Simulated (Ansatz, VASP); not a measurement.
# Cross-check of HfFe3Si2 between VASP and Ansatz, part 2 of 2

One calculation is typed for both programs; each brings its own data sets and cutoff. How far apart do they land? The cell is invented: As first built, before any earlier steps moved the atoms (in the runner's words): it takes the FeGe structure with some of its atoms replaced by other elements, volume scaled by an estimate. It may not be a known or stable phase. The cell is taken from a series of VASP runs on this material, whose earlier steps may have relaxed, scaled or displaced it; both programs get it as it stands.

VASP 6.6.1 and Ansatz 0.2.0.

So far: The starting structure; Ansatz: relaxation of cell and atoms, PBE.

**3. VASP: relaxation of cell and atoms, PBE**

Level of this step: PBE, spin-polarised from a ferromagnetic start; plane waves and PAW (Hf_pv, Fe, Si); invented cell (VASP).

The same cell, functional, mesh and smearing now go to VASP, with its own data sets and cutoff.

Lines of VASP's logs that name or quote its potential files are left out, and so is its time.

The input, INCAR:

```
SYSTEM = HfFe3Si2
PREC = Accurate
ENCUT = 400
EDIFF = 1E-06
NELM = 100
ISMEAR = -1
SIGMA = 0.05
LREAL = .FALSE.
ALGO = Normal
GGA = PE
ISPIN = 2
MAGMOM = 0 3 3 3 0 0
LMAXMIX = 4
LORBIT = 11
LWAVE = .FALSE.
LCHARG = .FALSE.
KPAR = 2
IBRION = 2
NSW = 60
ISIF = 3
EDIFFG = -0.01
```

The input, POSCAR:

```
HfFe3Si2
1.0
    5.1207326134      0.0000000461      0.0000000000
   -2.5603657268      4.4346843805      0.0000000000
    0.0000000000      0.0000000000      3.6476494314
Hf Fe Si
1 3 2
Direct
    0.0000000000      0.0000000000      0.0000000000
    0.5000000000      0.0000000000      0.0000000000
    0.5000000000      0.5000000000      0.0000000000
    0.0000000000      0.5000000000      0.0000000000
    0.3333333300      0.6666666700      0.5000000000
    0.6666666700      0.3333333300      0.5000000000
```

The input, KPOINTS:

```
Automatic mesh
0
Gamma
6 6 7
0 0 0
```

The projector-augmented-wave data sets are Hf_pv, Fe and Si (PBE family, release 64).

The run is started by

```console
mpirun -np 2 vasp_std
```

Numbers of over 12 decimals in the logs are rounded to 6 here.

Log:

```text
[banner, memory and clock lines left out]
running    2 mpi-ranks, on    1 nodes
 distrk:  each k-point on    1 cores,    2 groups
 distr:  one band on    1 cores,    1 groups

 POSCAR found type information on POSCAR HfFeSi
 POSCAR found :  3 types and       6 ions
 LDA part: xc-table for (Slater+PW92), standard interpolation
 POSCAR, INCAR and KPOINTS ok, starting setup
 FFT: planning ... GRIDC
 FFT: planning ... GRID_SOFT
 FFT: planning ... GRID
 WAVECAR not read
 entering main loop
       N       E                     dE             d eps       ncg     rms          rms(c)
DAV:   1     0.271689922272E+03    0.27169E+03   -0.15260E+04  3360   0.122E+03
DAV:   2    -0.287596756121E+02   -0.30045E+03   -0.28830E+03  3360   0.347E+02
DAV:   3    -0.491460436453E+02   -0.20386E+02   -0.19107E+02  4094   0.973E+01
DAV:   4    -0.502618115766E+02   -0.11158E+01   -0.11010E+01  4868   0.214E+01
DAV:   5    -0.502898249417E+02   -0.28013E-01   -0.27992E-01  4492   0.322E+00    0.601E+01
DAV:   6    -0.542603592356E+02   -0.39705E+01   -0.72197E+01  5024   0.972E+01    0.267E+01
DAV:   7    -0.511808766179E+02    0.30795E+01   -0.10349E+02  5270   0.102E+02    0.451E+01
DAV:   8    -0.470505090761E+02    0.41304E+01   -0.14883E+01  5246   0.340E+01    0.138E+01
DAV:   9    -0.466522359921E+02    0.39827E+00   -0.13665E+00  5090   0.104E+01    0.357E+00
DAV:  10    -0.466329981274E+02    0.19238E-01   -0.22295E-01  5230   0.346E+00    0.287E+00
DAV:  11    -0.466575183481E+02   -0.24520E-01   -0.85550E-02  5306   0.165E+00    0.171E+00
DAV:  12    -0.466610963528E+02   -0.35780E-02   -0.19663E-02  5042   0.103E+00    0.123E+00
DAV:  13    -0.466623648354E+02   -0.12685E-02   -0.13057E-02  5234   0.684E-01    0.894E-01
DAV:  14    -0.466663946261E+02   -0.40298E-02   -0.21989E-02  5194   0.965E-01    0.476E-01
DAV:  15    -0.466674622130E+02   -0.10676E-02   -0.18590E-02  5022   0.887E-01    0.145E-01
DAV:  16    -0.466677329471E+02   -0.27073E-03   -0.16656E-03  4824   0.367E-01    0.121E-01
DAV:  17    -0.466677086461E+02    0.24301E-04   -0.12222E-04  5032   0.839E-02    0.807E-02
DAV:  18    -0.466677244258E+02   -0.15780E-04   -0.72762E-05  3780   0.421E-02    0.624E-02
DAV:  19    -0.466677738245E+02   -0.49399E-04   -0.53884E-04  5204   0.173E-01    0.255E-02
DAV:  20    -0.466677799360E+02   -0.61115E-05   -0.21224E-05  3922   0.316E-02    0.135E-02
DAV:  21    -0.466677809232E+02   -0.98720E-06   -0.26091E-06  2502   0.100E-02
   1 F= -.46667781E+02 E0= -.46642747E+02  d E =-.466678E+02  mag=     1.7955
[...]
2 F= -.46667455E+02 E0= -.46641941E+02  d E =0.326086E-03  mag=     1.8662
[...]
3 F= -.46670038E+02 E0= -.46644762E+02  d E =-.225694E-02  mag=     1.8274
[...]
4 F= -.46670036E+02 E0= -.46644756E+02  d E =-.225492E-02  mag=     1.8278
 curvature:  -0.23 expect dE=-0.599E-04 dE for cont linesearch -0.557E-10
 trial: gam= 0.02721 g(F)=  0.403E-45 g(S)=  0.257E-03 ort = 0.150E-05 (trialstep = 0.899E+00)
 search vector abs. value=  0.264E-03
 bond charge predicted
       N       E                     dE             d eps       ncg     rms          rms(c)
DAV:   1    -0.466706509987E+02   -0.61488E-03   -0.16905E-02  3372   0.792E-01    0.219E-01
DAV:   2    -0.466702985255E+02    0.35247E-03   -0.11199E-03  4932   0.293E-01    0.127E-01
DAV:   3    -0.466704189803E+02   -0.12045E-03   -0.15967E-03  5150   0.424E-01    0.179E-01
DAV:   4    -0.466702020224E+02    0.21696E-03   -0.77280E-04  5210   0.278E-01    0.441E-02
DAV:   5    -0.466702013311E+02    0.69124E-06   -0.24828E-05  4442   0.369E-02    0.200E-02
DAV:   6    -0.466701998683E+02    0.14628E-05   -0.21526E-06  2948   0.113E-02    0.777E-03
DAV:   7    -0.466701996435E+02    0.22486E-06   -0.90854E-07  1878   0.821E-03
   5 F= -.46670200E+02 E0= -.46644725E+02  d E =-.163799E-03  mag=     1.8346
 trial-energy change:   -0.000164  1 .order   -0.000165   -0.000231   -0.000099
 step:   1.5719(harm=  1.5719)  dis= 0.00000  next Energy=   -46.670238 (dE=-0.202E-03)
 reached required accuracy - stopping structural energy minimisation
```

OUTCAR, selected parts (step 3):

```text
ion  position               nearest neighbor table
   1  0.000  0.000  0.000-   4 2.56   4 2.56   2 2.56   2 2.56   3 2.56   3 2.56   6 3.47   5 3.47
                             6 3.47   5 3.47   6 3.47   6 3.47   5 3.47   5 3.47   6 3.47   5 3.47
   2  0.500  0.000  0.000-   5 2.35   6 2.35   5 2.35   6 2.35   3 2.56   3 2.56   1 2.56   1 2.56
                             4 2.56   4 2.56
   3  0.500  0.500  0.000-   5 2.35   6 2.35   5 2.35   6 2.35   2 2.56   2 2.56   4 2.56   4 2.56
                             1 2.56   1 2.56
   4  0.000  0.500  0.000-   5 2.35   6 2.35   5 2.35   6 2.35   1 2.56   1 2.56   3 2.56   3 2.56
                             2 2.56   2 2.56
   5  0.333  0.667  0.500-   3 2.35   3 2.35   2 2.35   2 2.35   4 2.35   4 2.35   6 2.96   6 2.96
                             6 2.96   1 3.47   1 3.47   1 3.47   1 3.47   1 3.47   1 3.47
   6  0.667  0.333  0.500-   3 2.35   3 2.35   2 2.35   2 2.35   4 2.35   4 2.35   5 2.96   5 2.96
                             5 2.96   1 3.47   1 3.47   1 3.47   1 3.47   1 3.47   1 3.47

  LATTYP: Found a hexagonal cell.
 ALAT       =     5.1207326134
 C/A-ratio  =     0.7123296034

 Subroutine GETGRP returns: Found 24 space group operations
 (whereof 24 operations were pure point group operations)

The static configuration has the point symmetry D_6h.

 Found     28 irreducible k-points:

   k-points           NKPTS =     28   k-points in BZ     NKDIM =     28   number of bands    NBANDS=     30

   dimension x,y,z NGX =    36 NGY =   36 NGZ =   24
   dimension x,y,z NGXF=    72 NGYF=   72 NGZF=   48

   ENCUT  =  400.0 eV  29.40 Ry    5.42 a.u.   8.35  8.35  5.95*2*pi/ulx,y,z

   NELECT =      42.0000    total number of electrons

 k-points in reciprocal lattice and weights: Automatic mesh
   0.00000000  0.00000000  0.00000000       0.004
   0.16666667  0.00000000  0.00000000       0.024
   0.33333333  0.00000000  0.00000000       0.024
   0.50000000  0.00000000  0.00000000       0.012
   0.16666667  0.16666667  0.00000000       0.024
   0.33333333  0.16666667  0.00000000       0.048
   0.33333333  0.33333333  0.00000000       0.008
   0.00000000  0.00000000  0.14285714       0.008
   0.16666667  0.00000000  0.14285714       0.048
[...]
0.33333333  0.16666667  0.42857143       0.095
   0.33333333  0.33333333  0.42857143       0.016

 average (electrostatic) potential at core
       1 -35.5505       2 -41.9719       3 -41.9719       4 -41.9719       5 -82.2657
       6 -82.2657

 E-fermi :   7.0249

 spin component 1
 k-point     1 :       0.0000    0.0000    0.0000
  band No.  band energies     occupation
    ...
     19       6.0111      1.00000
     20       6.3895      1.00000
     21       6.3895      1.00000
     22       6.4257      0.99999
     23       6.6520      0.99942
     24       7.7656      0.00000
     25       8.7682      0.00000
     26       8.7683      0.00000
     27      10.5800      0.00000
     28      10.5800      0.00000
    ...

 k-point     2 :       0.1667    0.0000    0.0000
  band No.  band energies     occupation
    ...
     17       5.7752      1.00000
     18       5.8752      1.00000
     19       6.0378      1.00000
     20       6.2771      1.00000
     21       6.4140      1.00000
     22       7.0728      0.27721
     23       7.1967      0.03119
     24       7.8673      0.00000
     25       8.7905      0.00000
     26       8.8082      0.00000
    ...

 k-point     3 :       0.3333    0.0000    0.0000
  band No.  band energies     occupation
    ...
     17       5.5429      1.00000
     18       5.6632      1.00000
     19       5.9377      1.00000
     20       6.3253      1.00000
     21       6.4295      0.99999
     22       7.3688      0.00103
     23       7.6746      0.00000
     24       8.1254      0.00000
     25       8.8359      0.00000
     26       9.0998      0.00000
    ...

 k-point     4 :       0.5000    0.0000    0.0000
  band No.  band energies     occupation
    ...
     17       5.4476      1.00000
     18       5.5412      1.00000
     19       5.6533      1.00000
     20       6.4380      0.99999
     21       6.5098      0.99997
     22       7.2622      0.00860
     23       7.8255      0.00000
     24       8.2489      0.00000
     25       8.8213      0.00000
     26       9.7341      0.00000
    ...

 k-point     5 :       0.1667    0.1667    0.0000
  band No.  band energies     occupation
    ...
     17       5.5660      1.00000
     18       5.7088      1.00000
     19       6.1710      1.00000
     20       6.2253      1.00000
     21       6.2602      1.00000
     22       7.3836      0.00076
     23       7.6219      0.00001
     24       8.0320      0.00000
     25       8.7635      0.00000
     26       9.0745      0.00000
    ...

 k-point     6 :       0.3333    0.1667    0.0000
  band No.  band energies     occupation
    ...
     17       5.3796      1.00000
     18       5.4474      1.00000
     19       5.7862      1.00000
     20       6.2301      1.00000
     21       6.4153      0.99999
     22       7.3093      0.00338
     23       8.0490      0.00000
     24       8.2498      0.00000
     25       8.7330      0.00000
     26       9.4930      0.00000
    ...

  Total       -0.0551229     -0.0551229      0.0351980     -0.0000000      0.0000000      0.0000000
  in kB       -1.0585454     -1.0585454      0.6759203     -0.0000001      0.0000000      0.0000000
  external PRESSURE =      -0.4803902 kB  Pullay stress =       0.0000000 kB

  energy-cutoff  :      400.00
  volume of cell :       83.43
      direct lattice vectors                 reciprocal lattice vectors
     5.128435549  0.000000047 -0.000000000     0.194991238  0.112578222  0.000000000
    -2.564217193  4.441355317 -0.000000000    -0.000000002  0.225156495  0.000000000
    -0.000000000 -0.000000000  3.662965343     0.000000000  0.000000000  0.273002856

 POSITION                                       TOTAL-FORCE (eV/Angst)
 -----------------------------------------------------------------------------------
      0.00000     -0.00000      3.66297        -0.000000      0.000000     -0.000000
      2.56422      0.00000      3.66297        -0.000000      0.000000     -0.000000
      1.28211      2.22068      3.66297        -0.000000      0.000000     -0.000000
     -1.28211      2.22068      3.66297        -0.000000      0.000000     -0.000000
      0.00000      2.96090      1.83148        -0.000000      0.000000      0.000000
      2.56422      1.48045      1.83148         0.000000     -0.000000     -0.000000
 -----------------------------------------------------------------------------------
    total drift:                                0.000000      0.000000      0.000000

  FREE ENERGIE OF THE ION-ELECTRON SYSTEM (eV)
  ---------------------------------------------------
  free  energy   TOTEN  =       -46.6701996435 eV

  energy  without entropy=      -46.6192499648  energy(sigma->0) =      -46.64472480

 reached required accuracy - stopping structural energy minimisation

 total charge
# of ion       s       p       d       tot
------------------------------------------
    1        0.423   6.405   1.574   8.403
    2        0.498   0.590   6.536   7.624
    3        0.498   0.590   6.536   7.624
    4        0.498   0.590   6.536   7.624
    5        0.747   0.869   0.000   1.616
    6        0.747   0.869   0.000   1.616
--------------------------------------------------
tot          3.411   9.914  21.183  34.508

 magnetization (x)
# of ion       s       p       d       tot
------------------------------------------
    1       -0.014  -0.025  -0.220  -0.259
    2       -0.000  -0.001   0.753   0.751
    3       -0.000  -0.001   0.753   0.751
    4       -0.000  -0.001   0.753   0.751
    5       -0.008  -0.019   0.000  -0.027
    6       -0.008  -0.019   0.000  -0.027
--------------------------------------------------
tot         -0.031  -0.067   2.039   1.941

[... 6 further parts left out ...]
```

CONTCAR:

```
HfFe3Si2
   1.00000000000000
     5.1284355487861459    0.0000000472431357   -0.0000000000000000
    -2.5642171926908217    4.4413553170905429   -0.0000000000000000
    -0.0000000000000000   -0.0000000000000000    3.6629653431923566
  Hf              Fe              Si
     1     3     2
Direct
     0.0000000000000000    0.0000000000000000    1.0000000000000000
     0.5000000000000000    0.0000000000000000    1.0000000000000000
     0.5000000000000000    0.5000000000000000    1.0000000000000000
     0.0000000000000000    0.5000000000000000    1.0000000000000000
     0.3333333300000021    0.6666666699999979    0.5000000000000000
     0.6666666699999979    0.3333333300000021    0.5000000000000000
```

The magnetic state follows from one typed start and may not be the lowest. LASPH is off, so gradient terms of the non-spherical density inside the spheres are left out; for open d or f shells this can shift gaps and moments. Harder data sets than Hf_pv exist (the GW ones), and pressures, volumes and forces can shift noticeably with them. The run keeps the 24 symmetry operations of its start, so it cannot find a distortion of lower symmetry.

**4. Side by side**

Known differences besides the potentials themselves: both relaxations stop at a tolerance, which leaves soft axes loose, and VASP keeps its plane-wave basis; the data sets hold 82 valence electrons in Ansatz (default PAW (the set named soft_2) files) and 42 in VASP; the cutoff is 420 eV in Ansatz and 400 eV in VASP; VASP leaves aspherical gradient terms in its spheres out (LASPH is not set), Ansatz keeps them; Ansatz adds a Pulay correction to the stress that steers its cell, VASP none; site moments are counted in spheres of each program's own size. Total energies have different zeros and are not compared.

Compared:

```csv
quantity,Ansatz,VASP,difference
volume (Å³),83.82,83.43,+0.47 %
"edge a after relaxation, in the typed setting (Å)",5.142,5.128,+0.26 %
"edge c after relaxation, in the typed setting (Å)",3.661,3.663,-0.05 %
total moment (μB),1.88,1.83,+0.04
moment on Fe2 (μB),0.77,0.75,+0.02
moment on Fe3 (μB),0.77,0.75,+0.02
moment on Fe4 (μB),0.77,0.75,+0.02
moment on Hf1 (μB),-0.18,-0.26,+0.08
```

The walks stopped with 0.01 GPa left in Ansatz and -0.05 GPa in VASP; each walk ends within a tolerance, so the volume difference is uncertain by about these residues over the bulk modulus, most in soft cells.

**5. What came out**

```
difference in volume (relaxation of cell and atoms, PBE) : 0.47 %
```

**Reading.** The difference in volume is 0.47 % (relaxation of cell and atoms, PBE), within the 1.2 % picked in this series as the mark of a large difference, as far as the stopping tolerances let one tell. How closely two codes agree says nothing of how well the functional describes the real material.

[Lines on the potential files, build, host, timing and source positions are cut from VASP's logs without a mark.]

[Logs are printed without paths, hosts, clocks, repeated set-up lines and the standing remarks that a program may print on its own settings, such as how far it seeks lower states.]

[Hosts, paths, dates, database ids (printed as entryN), source tags and the programs' standing remarks are cut or masked in the printed files.]
